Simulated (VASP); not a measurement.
These are PBEsol GGA, VASP's PBE PAW potentials (set 64) (plane waves; VASP 6.6.1) values and carry that method's errors.

VASP input:

POSCAR:
```
Ni3Fe
1
    3.4768851322    -0.0000000000    -0.0000000000
   -0.0000000000     3.4768851322    -0.0000000000
    0.0000000000     0.0000000000     3.4768851322
Fe Ni
1 3
Direct
  0.0000000000   0.0000000000   0.0000000000
  0.0000000000   0.5000000000   0.5000000000
  0.5000000000   0.0000000000   0.5000000000
  0.5000000000   0.5000000000   0.0000000000
```

KPOINTS:
```
Automatic mesh
0
gamma
  8 8 8
0 0 0
```

**INCAR**
```
# general
SYSTEM  = Ni3Fe
PREC    = Accurate
ENCUT   = 480
LREAL   = .FALSE.   # projection in real space or not
LASPH   = .TRUE.

# electronic loop
EDIFF   = 1E-7   # SCF stop (eV)
NELM    = 100   # most electronic steps
ALGO    = Normal   # blocked Davidson
LMAXMIX = 4   # l cut-off of mixed one-centre charges

# smearing
ISMEAR  = 1   # Methfessel-Paxton
SIGMA   = 0.1   # width (eV)

# functional
GGA     = PS   # PBEsol

# spin
ISPIN   = 2
MAGMOM  = 2.8 0.6 0.6 0.6

# ions
IBRION  = 2
NSW     = 40   # most ionic steps
ISIF    = 3   # ions, shape and volume
EDIFFG  = -0.01   # ionic stop
PSTRESS = 20

# output
LWAVE   = .FALSE.
LCHARG  = .FALSE.
LORBIT  = 10
```

POTCAR, in this order: Fe Ni (PBE.64 set). Program: vasp_std.

Output

OSZICAR:
```
       N       E                     dE             d eps       ncg     rms          rms(c)
DAV:   1     0.231765653172E+03    0.23177E+03   -0.16505E+04  3612   0.203E+03
DAV:   2    -0.187859521624E+02   -0.25055E+03   -0.24214E+03  3508   0.364E+02
DAV:   3    -0.323142374334E+02   -0.13528E+02   -0.12803E+02  3595   0.117E+02
DAV:   4    -0.325145682206E+02   -0.20033E+00   -0.19966E+00  3740   0.149E+01
DAV:   5    -0.325202148353E+02   -0.56466E-02   -0.56460E-02  4967   0.206E+00    0.231E+01
DAV:   6    -0.286825544821E+02    0.38377E+01   -0.44421E+01  3583   0.101E+02    0.149E+01
DAV:   7    -0.301633306606E+02   -0.14808E+01   -0.13390E+01  4095   0.918E+01    0.219E+01
DAV:   8    -0.276376561863E+02    0.25257E+01   -0.10301E+01  4105   0.533E+01    0.456E+00
DAV:   9    -0.276676799192E+02   -0.30024E-01   -0.48739E-01  4058   0.925E+00    0.293E+00
DAV:  10    -0.276378868008E+02    0.29793E-01   -0.70570E-02  4311   0.682E+00    0.132E+00
DAV:  11    -0.276349954610E+02    0.28913E-02   -0.17741E-02  5303   0.152E+00    0.766E-01
DAV:  12    -0.276353989309E+02   -0.40347E-03   -0.22485E-03  4246   0.993E-01    0.270E-01
DAV:  13    -0.276354603758E+02   -0.61445E-04   -0.60832E-04  4776   0.359E-01    0.911E-02
DAV:  14    -0.276354542424E+02    0.61334E-05   -0.12859E-04  4540   0.246E-01    0.354E-02
DAV:  15    -0.276354540989E+02    0.14358E-06   -0.20466E-05  4880   0.702E-02    0.102E-02
DAV:  16    -0.276354544599E+02   -0.36106E-06   -0.19307E-06  4720   0.231E-02    0.108E-02
DAV:  17    -0.276354540624E+02    0.39749E-06   -0.10904E-06  3974   0.265E-02    0.943E-04
DAV:  18    -0.276354540926E+02   -0.30213E-07   -0.11421E-07  2095   0.407E-03
   1 F= -.27110779E+02 E0= -.27110658E+02  d E =-.271108E+02  mag=     4.6140
```

**OUTCAR**
```
------------------------ aborting loop because EDIFF is reached ----------------------------------------
  FORCE on cell =-STRESS in cart. coord.  units (eV):
  Direction    XX          YY          ZZ          XY          YZ          ZX
  --------------------------------------------------------------------------------------
  Total        0.5230239      0.5230239      0.5230239     -0.0000000     -0.0000000      0.0000000
  in kB       19.9370578     19.9370578     19.9370578     -0.0000000     -0.0000000      0.0000000
  external PRESSURE =      -0.0629422 kB  Pullay stress =      20.0000000 kB
  volume of cell :       42.03
      direct lattice vectors                 reciprocal lattice vectors
     3.476885132  0.000000000  0.000000000     0.287613758  0.000000000  0.000000000
     0.000000000  3.476885132  0.000000000     0.000000000  0.287613758  0.000000000
     0.000000000  0.000000000  3.476885132     0.000000000  0.000000000  0.287613758
 POSITION                                       TOTAL-FORCE (eV/Angst)
 -----------------------------------------------------------------------------------
      0.00000      0.00000      0.00000         0.000000      0.000000      0.000000
      0.00000      1.73844      1.73844         0.000000      0.000000      0.000000
      1.73844      0.00000      1.73844         0.000000      0.000000      0.000000
      1.73844      1.73844      0.00000         0.000000      0.000000      0.000000
 -----------------------------------------------------------------------------------
    total drift:                                0.000000      0.000000      0.000000
  FREE ENERGIE OF THE ION-ELECTRON SYSTEM (eV)
  ---------------------------------------------------
  free  energy   TOTEN  =       -27.6354540926 eV

  energy  without entropy=      -27.6350922637  energy(sigma->0) =      -27.63533348
  enthalpy is  TOTEN    =       -27.1107790072 eV   P V=        0.5246750855

 total charge

# of ion       s       p       d       tot
------------------------------------------
    1        0.500   0.554   6.160   7.214
    2        0.531   0.567   8.351   9.450
    3        0.531   0.567   8.351   9.450
    4        0.531   0.567   8.351   9.450
--------------------------------------------------
tot          2.093   2.256  31.213  35.562

 magnetization (x)

# of ion       s       p       d       tot
------------------------------------------
    1        0.009   0.001   2.805   2.815
    2       -0.016  -0.043   0.655   0.596
    3       -0.016  -0.043   0.655   0.596
    4       -0.016  -0.043   0.655   0.596
--------------------------------------------------
tot         -0.038  -0.127   4.769   4.604

 reached required accuracy - stopping structural energy minimisation
```
(Selected blocks of OUTCAR.)

The compound is Ni3Fe in the L1_2 structure. It was relaxed first under an external pressure of 2 GPa.
